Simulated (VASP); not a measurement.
Output of a VASP run:

### OUTCAR
```
 ion  position               nearest neighbor table
   1  0.000  0.000  0.000-   2 2.44   2 2.44   2 2.44   2 2.44
   2  0.250  0.250  0.250-   1 2.44   1 2.44   1 2.44   1 2.44
  LATTYP: Found a face centered cubic cell.
 ALAT       =     5.6284071044
 Subroutine PRICEL returns:
 Original cell was already a primitive cell.
 Subroutine GETGRP returns: Found 24 space group operations
The static configuration has the point symmetry T_d .
The dynamic configuration has the point symmetry T_d .
 Subroutine INISYM returns: Found 24 space group operations
 Subroutine IBZKPT returns following result:
 Found     20 irreducible k-points:

 Following reciprocal coordinates:
            Coordinates               Weight
  0.000000  0.000000  0.000000      1.000000
  0.142857  0.000000  0.000000      8.000000
  0.285714  0.000000  0.000000      8.000000
  0.428571  0.000000  0.000000      8.000000
  0.142857  0.142857  0.000000      6.000000
  0.285714  0.142857  0.000000     24.000000
  0.428571  0.142857  0.000000     24.000000
 -0.428571  0.142857  0.000000     24.000000
 -0.285714  0.142857  0.000000     24.000000
 -0.142857  0.142857  0.000000     12.000000
  0.285714  0.285714  0.000000      6.000000
  0.428571  0.285714  0.000000     24.000000
 -0.428571  0.285714  0.000000     24.000000
 -0.285714  0.285714  0.000000     12.000000
  0.428571  0.428571  0.000000      6.000000
 -0.428571  0.428571  0.000000     12.000000
  0.428571  0.285714  0.142857     24.000000
 -0.428571  0.285714  0.142857     48.000000
 -0.428571  0.428571  0.142857     24.000000
 -0.285714  0.428571  0.142857     24.000000
   k-points           NKPTS =     20   k-points in BZ     NKDIM =     20   number of bands    NBANDS=     13
   number of dos      NEDOS =    301   number of ions     NIONS =      2
   total plane-waves  NPLWV =  27000
   dimension x,y,z NGX =    30 NGY =   30 NGZ =   30
   dimension x,y,z NGXF=    60 NGYF=   60 NGZF=   60
   ions per type =               1   1
   PREC   = accura    normal or accurate (medium, high low for compatibility)
   ISTART =      0    job   : 0-new  1-cont  2-samecut
   ICHARG =      2    charge: 1-file 2-atom 10-const
   ISPIN  =      1    spin polarized calculation?
   LNONCOLLINEAR =      F non collinear calculations
   LSORBIT =      F    spin-orbit coupling
   INIWAV =      1    electr: 0-lowe 1-rand  2-diag
   ENCUT  =  520.0 eV  38.22 Ry    6.18 a.u.   7.40  7.40  7.40*2*pi/ulx,y,z
   NELM   =    100;   NELMIN=  2; NELMDL= -5     # of ELM steps
   EDIFF  = 0.1E-05   stopping-criterion for ELM
   LREAL  =      F    real-space projection
   NLSPLINE    = F    spline interpolate recip. space projectors
   LMAXMIX     =    4 max onsite mixed and CHGCAR
   VOSKOWN=      0    Vosko Wilk Nusair interpolation
   EDIFFG = -.1E-01   stopping-criterion for IOM
   NSW    =     60    number of steps for IOM
   NBLOCK =      1;   KBLOCK =     60    inner block; outer block
   IBRION =      2    ionic relax: 0-MD 1-quasi-New 2-CG
   NFREE  =      1    steps in history (QN), initial steepest desc. (CG)
   ISIF   =      3    stress and relaxation
   ISYM   =      2    0-nonsym 1-usesym 2-fastsym
   TEIN   =    0.0    initial temperature
   TEBEG  =    0.0;   TEEND  =   0.0 temperature during run
   SMASS  =  -3.00    Nose mass-parameter (am)
   PSTRESS=    0.0 pullay stress
   NELECT =      18.0000    total number of electrons
   EFERMI =   0.00;   METHOD = LEGACY
   ISMEAR =     0;   SIGMA  =   0.05  broadening in eV -4-tet -1-fermi 0-gaus
   IALGO  =     38    algorithm
   LDIAG  =      T    sub-space diagonalisation (order eigenvalues)
   IMIX   =      4    mixing-type and parameters
     AMIX     =   0.40;   BMIX     =  1.00
     AMIX_MAG =   1.60;   BMIX_MAG =  1.00
     AMIN     =   0.10
   GGA     = ML    functional components
   VOSKOWN =     0    Vosko Wilk Nusair interpolation
   LHFCALC =     F    Hartree Fock is set to
   LHFONE  =     F    Hartree Fock one center treatment
...
```

### OSZICAR
```
       N       E                     dE             d eps       ncg     rms          rms(c)
DAV:   1     0.863148329142E+02    0.86315E+02   -0.92328E+03   520   0.188E+03
DAV:   2     0.256052824427E+01   -0.83754E+02   -0.81265E+02   560   0.327E+02
DAV:   3    -0.383564158930E+01   -0.63962E+01   -0.63616E+01   690   0.772E+01
DAV:   4    -0.395490235416E+01   -0.11926E+00   -0.11921E+00   584   0.116E+01
DAV:   5    -0.395853406772E+01   -0.36317E-02   -0.36315E-02   680   0.165E+00    0.324E+00
DAV:   6    -0.363743262761E+01    0.32110E+00   -0.74723E-01   741   0.120E+01    0.201E+00
DAV:   7    -0.361939033612E+01    0.18042E-01   -0.16074E-01   593   0.251E+00    0.114E+00
DAV:   8    -0.361807881103E+01    0.13115E-02   -0.22353E-02   620   0.195E+00    0.914E-02
DAV:   9    -0.361795436533E+01    0.12445E-03   -0.29207E-03   702   0.110E+00    0.448E-02
DAV:  10    -0.361798176026E+01   -0.27395E-04   -0.18126E-04   605   0.172E-01    0.268E-02
DAV:  11    -0.361799737084E+01   -0.15611E-04   -0.46880E-05   565   0.725E-02    0.119E-02
DAV:  12    -0.361799702514E+01    0.34570E-06   -0.12412E-06   490   0.170E-02
   1 F= -.36179970E+01 E0= -.36179970E+01  d E =-.361800E+01
```

OUTCAR:
```
------------------------ aborting loop because EDIFF is reached ----------------------------------------
  FORCE on cell =-STRESS in cart. coord.  units (eV):
  Direction    XX          YY          ZZ          XY          YZ          ZX
  --------------------------------------------------------------------------------------
  Total       -0.0008502     -0.0008502     -0.0008502      0.0000000     -0.0000000     -0.0000000
  in kB       -0.0305581     -0.0305581     -0.0305581      0.0000000     -0.0000000     -0.0000000
  external PRESSURE =      -0.0305581 kB  Pullay stress =       0.0000000 kB
  volume of cell :       44.58
      direct lattice vectors                 reciprocal lattice vectors
     0.000000000  2.814203552  2.814203552    -0.177670162  0.177670162  0.177670162
     2.814203552  0.000000000  2.814203552     0.177670162 -0.177670162  0.177670162
     2.814203552  2.814203552  0.000000000     0.177670162  0.177670162 -0.177670162
  FREE ENERGIE OF THE ION-ELECTRON SYSTEM (eV)
  ---------------------------------------------------
  free  energy   TOTEN  =        -3.6179970251 eV

  energy  without entropy=       -3.6179970251  energy(sigma->0) =       -3.61799703

 reached required accuracy - stopping structural energy minimisation
```
(Selected blocks of OUTCAR.)

**POSCAR**
```
GaP
1
   -0.0000000000     2.8142035522     2.8142035522
    2.8142035522     0.0000000000     2.8142035522
    2.8142035522     2.8142035522     0.0000000000
Ga P
1 1
Direct
  0.0000000000   0.0000000000   0.0000000000
  0.2500000000   0.2500000000   0.2500000000
```

Q: Reconstruct the remaining input files.

A: One answer among several that fit: the input of the run itself, vdW-DF2, plane waves, VASP's PBE PAW potentials (set 64).

**KPOINTS**
```
Automatic
0
gamma
  7 7 7
0 0 0
```

### INCAR
```
AGGAC=0.0
ALGO=Normal
EDIFF=1E-6
EDIFFG=-0.01
ENCUT=520
GGA=ML
IBRION=2
ISIF=3
ISMEAR=0
LASPH=.True.
LCHARG=.False.
LMAXMIX=4
LREAL=.False.
LUSE_VDW=.True.
LWAVE=.False.
NELM=100
NSW=60
PREC=Accurate
SIGMA=0.05
SYSTEM=GaP
ZAB_VDW=-1.8867
```

POTCAR, in this order: Ga_d P (PBE.64 set). Program: vasp_std.

The compound is GaP in the zinc blende structure. It was relaxed first, which changed the volume by +10 %. The start is the result of an earlier pass.
